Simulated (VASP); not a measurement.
Given:

```
CELL_PARAMETERS angstrom
      1.31941    -2.28528     0.00000
      1.31941     2.28528     0.00000
      0.00000     0.00000     4.63744
ATOMIC_POSITIONS crystal
  Zn 0.33333 0.66667 0.25000
  Zn 0.66667 0.33333 0.75000
```

All values below come from PBEsol GGA, VASP's PBE PAW potentials (set 64) (plane waves; VASP). Numerical set-up: 480 eV cut-off, 14×14×8 Γ-centred mesh, first-order Methfessel-Paxton smearing of 0.10 eV, potentials Zn.

Energy and stress use the plane-wave basis of the starting cell.

**Question.** The ions, cell shape and volume at an external pressure of 15.0 GPa are relaxed. Give the cell that the relaxation ends in.

**Answer.** 
```
CELL_PARAMETERS angstrom
      1.28032    -2.21759     0.00000
      1.28032     2.21759     0.00000
      0.00000     0.00000     4.39101
ATOMIC_POSITIONS crystal
  Zn 0.33333 0.66667 0.25000
  Zn 0.66667 0.33333 0.75000
```
Space group P6_3/mmc (194), at a tolerance of 0.03 Å.

**Question.** How do energy and volume change from the first to the last step?

**Answer.** The energy (σ→0) changes by +65.3 meV/atom and the volume by -10.8 %, in 8 ionic steps.

The compound is Zn in the hcp structure. This run relaxes it under an external pressure of 15 GPa. Symmetry was kept, so distortions that lower it aren't found.
